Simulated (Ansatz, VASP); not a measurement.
## AlC6 in VASP and in Ansatz

```
Al C
1.0
     4.27689    0.00000    0.00000
    -2.13844    3.70389    0.00000
     0.00000    0.00000    5.67079
Al C
1 6
Direct
  0.00000 0.00000 0.50000
  0.66636 0.00000 0.00000
  0.33364 0.33364 0.00000
  0.00000 0.66636 0.00000
  0.33364 0.00000 0.00000
  0.00000 0.33364 0.00000
  0.66636 0.66636 0.00000
```

Alike in both runs: task relaxation of cell and atoms; functional PBE; dispersion D3(BJ); k mesh 12 × 12 × 8; occupations gaussian, width 0.1 eV; no spin polarisation.

|  | VASP | Ansatz |
| --- | --- | --- |
| version | VASP 6.6.1 | Ansatz 0.2.0 |
| potentials or method | VASP PAW PBE potentials, release 64 (Al, C) | scalar-relativistic, plane waves, PAW |
| plane-wave cutoff (eV) | 600 | 420 |
| valence electrons in the cell | 27 | 27 |

Ansatz gave:

* gap on the k mesh at the Fermi level, each at its own relaxed structure (eV): none
* relaxed volume (Å³/atom): 13.18
* relaxed cell length with the largest relative difference (Å): 5.842

Task: What did VASP give for the same quantities?

Result: gap on the k mesh at the Fermi level, each at its own relaxed structure (eV): none; relaxed volume (Å³/atom): 13.11; relaxed cell length with the largest relative difference (Å): 5.808.

A gap of «none» marks a metal or a gap that the smearing closes.

Caveats: pairwise dispersion overbinds metals, which lowers pressure and volume.
